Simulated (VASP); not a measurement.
Ge, 2 atoms in the cell. Symmetry: Fd-3m, No. 227, cubic system. The conventional cell has a = 5.673 Å, b = 5.673 Å, c = 5.673 Å, α = 90.00°, β = 90.00°, γ = 90.00°. Ge (site symmetry -43m) has 4 Ge at 2.46 Å as nearest neighbours. 

* Program: VASP 6.6.1
* Task: band structure
* Functional: PBE0
* Potentials or basis: VASP PAW PBE potentials, release 64 (Ge_d)
* Cutoff: 520 eV
* k mesh: 6 × 6 × 6
* Occupations: gaussian, width 0.02 eV
* Spin: no spin polarisation
* Grid for exact exchange (PRECFOCK): Fast
* Exchange at q = 0: truncated
* Further INCAR settings: ALGO = Normal; EDIFF = 1e-07; NBANDS = 21

Potentials or basis: VASP PAW PBE potentials, release 64 (Ge_d).

Launch:

```bash
$ cat potpaw_PBE.64/Ge_d/POTCAR > POTCAR
$ cp INCAR.step1 INCAR
$ mpirun -np 4 vasp_std > vasp.out
$ cp INCAR.step2 INCAR
$ mpirun -np 4 vasp_std > vasp.out
```

Hardware: 4 MPI ranks on Intel(R) Xeon(R) Platinum 8488C (Sapphire Rapids), on a shared host.

Question: Estimate the wall time of this run.

Answer: It took 62 min on 4 MPI ranks on Intel(R) Xeon(R) Platinum 8488C (Sapphire Rapids), with other jobs on the host, peak memory 0.26 GiB a rank. Counts: scf iterations 84, k points 16.
